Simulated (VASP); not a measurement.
Input for VASP

**KPOINTS**
```
Regular mesh
0
gamma
 10 10 10
0 0 0
```

**POSCAR**
```
Ca
1
    0.0000000000     2.7285296208     2.7285296208
    2.7285296208     0.0000000000     2.7285296208
    2.7285296208     2.7285296208     0.0000000000
Ca
1
Direct
  0.0000000000   0.0000000000   0.0000000000
```

**INCAR**
```
! general
SYSTEM  = Ca
PREC    = Accurate
ENCUT   = 480
LREAL   = F   ! projection in real space or not
LASPH   = T   ! aspherical one-centre terms

! electronic loop
EDIFF   = 1E-7
NELM    = 100   ! most electronic steps
ALGO    = Normal

! smearing
ISMEAR  = 1
SIGMA   = 0.1

! functional
GGA     = PS   ! PBEsol

! ions
IBRION  = 2   ! conjugate gradients
NSW     = 40
ISIF    = 3   ! ions, shape and volume
EDIFFG  = -0.01   ! ionic stop
PSTRESS = 300

! output
LWAVE   = F
LCHARG  = F
```

POTCAR, in this order: Ca_sv (PBE.64 set). Program: vasp_std.

### Question
Translate this PBEsol calculation to Quantum ESPRESSO's pw.x.

### Answer
One equivalent input (not run):
```
&CONTROL
  calculation = 'vc-relax'
  pseudo_dir = './pseudo'
  outdir = './out'
  tprnfor = .true.
  tstress = .true.
  nstep = 40
  forc_conv_thr = 0.00039
/
&SYSTEM
  ibrav = 0
  nat = 1
  ntyp = 1
  ecutwfc = 68
  occupations = 'smearing'
  smearing = 'methfessel-paxton'
  degauss = 0.00735
  input_dft = 'pbesol'
/
&ELECTRONS
  conv_thr = 7.3e-09
  electron_maxstep = 100
/
&IONS
/
&CELL
  press = 300
/
ATOMIC_SPECIES
  Ca 40.078 Ca.upf
CELL_PARAMETERS angstrom
     0.0000000    2.7285296    2.7285296
     2.7285296    0.0000000    2.7285296
     2.7285296    2.7285296    0.0000000
ATOMIC_POSITIONS crystal
  Ca   0.0000000  0.0000000  0.0000000
K_POINTS automatic
  10 10 10 0 0 0
```
What does not carry over: the potentials are each code's own (VASP's PAW set, PseudoDojo norm-conserving files in pw.x), so ENCUT and ecutwfc are chosen apart and not converted; conv_thr bounds pw.x's estimated SCF error, while EDIFF bounds the energy change between steps; forc_conv_thr acts on force components and is met together with etot_conv_thr.

The compound is Ca in the fcc structure. This run relaxes it under an external pressure of 30 GPa. Symmetry was kept, so distortions that lower it aren't found.
